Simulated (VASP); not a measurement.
Output of a VASP run:

### OSZICAR
```
       N       E                     dE             d eps       ncg     rms          rms(c)
DAV:   1     0.102351626928E+03    0.10235E+03   -0.88036E+03   762   0.124E+03
DAV:   2    -0.136931826264E+01   -0.10372E+03   -0.97391E+02   934   0.258E+02
DAV:   3    -0.555372845713E+01   -0.41844E+01   -0.41731E+01   864   0.553E+01
DAV:   4    -0.558611726697E+01   -0.32389E-01   -0.32385E-01   839   0.550E+00
DAV:   5    -0.558661136010E+01   -0.49409E-03   -0.49409E-03   884   0.673E-01    0.610E+00
DAV:   6    -0.540404535653E+01    0.18257E+00   -0.33356E-01   828   0.791E+00    0.400E+00
DAV:   7    -0.540025051627E+01    0.37948E-02   -0.10329E-01   764   0.259E+00    0.197E+00
DAV:   8    -0.539960546986E+01    0.64505E-03   -0.56130E-03   794   0.940E-01    0.297E-01
DAV:   9    -0.539966295708E+01   -0.57487E-04   -0.70806E-04   834   0.395E-01    0.446E-02
DAV:  10    -0.539973004522E+01   -0.67088E-04   -0.10803E-04   779   0.105E-01    0.265E-02
DAV:  11    -0.539973717661E+01   -0.71314E-05   -0.71661E-06   799   0.242E-02    0.440E-03
DAV:  12    -0.539973721747E+01   -0.40858E-07   -0.33837E-07   894   0.794E-03
   1 F= -.60115279E+01 E0= -.60115279E+01  d E =-.556462E-13
```

**OUTCAR**
```
------------------------ aborting loop because EDIFF is reached ----------------------------------------
 Edisp (eV)   -0.61179
  FORCE on cell =-STRESS in cart. coord.  units (eV):
  Direction    XX          YY          ZZ          XY          YZ          ZX
  --------------------------------------------------------------------------------------
  Total      -0.38209    -0.38209    -0.38209     0.00000     0.00000     0.00000
  in kB     -14.10040   -14.10040   -14.10040     0.00000     0.00000     0.00000
  external pressure =      -14.10 kB  Pullay stress =        0.00 kB
  volume of cell :       43.42
      direct lattice vectors                 reciprocal lattice vectors
     0.000000000  2.789577728  2.789577728    -0.179238598  0.179238598  0.179238598
     2.789577728  0.000000000  2.789577728     0.179238598 -0.179238598  0.179238598
     2.789577728  2.789577728  0.000000000     0.179238598  0.179238598 -0.179238598
  FREE ENERGIE OF THE ION-ELECTRON SYSTEM (eV)
  ---------------------------------------------------
  free  energy   TOTEN  =        -6.0115278659 eV

  energy  without entropy=       -6.0115278659  energy(sigma->0) =       -6.01152787
```
(Selected blocks of OUTCAR.)

POSCAR:
```
AgCl
1
    0.0000000000     2.7895777282     2.7895777282
    2.7895777282     0.0000000000     2.7895777282
    2.7895777282     2.7895777282     0.0000000000
Ag Cl
1 1
Direct
  0.0000000000   1.0000000000   0.0000000000
  0.5000000000   0.5000000000   0.5000000000
```

**Question.** Write an INCAR and KPOINTS that could have produced this output.

**Answer.** Several could match; the one computed here: the input of the run itself, PBE GGA with D3 dispersion (zero damping), plane waves, VASP's PBE PAW potentials (set 64).

INCAR:
```
SYSTEM = AgCl
PREC = Accurate
ENCUT = 520
EDIFF = 1E-7
NELM = 100
ALGO = Normal
LREAL = .FALSE.
LASPH = .TRUE.
ISMEAR = 0
SIGMA = 0.05
GGA = PE
IVDW = 11
LMAXMIX = 4
LWAVE = .FALSE.
LCHARG = .FALSE.
ISIF = 2
```

File KPOINTS:
```
Automatic mesh
0
Gamma
8 8 8
0 0 0
```

POTCAR, in this order: Ag Cl (PBE.64 set). Program: vasp_std.

The compound is AgCl in the rock salt structure. This cell is one point of a volume scan, at 1.03 of the reference volume.
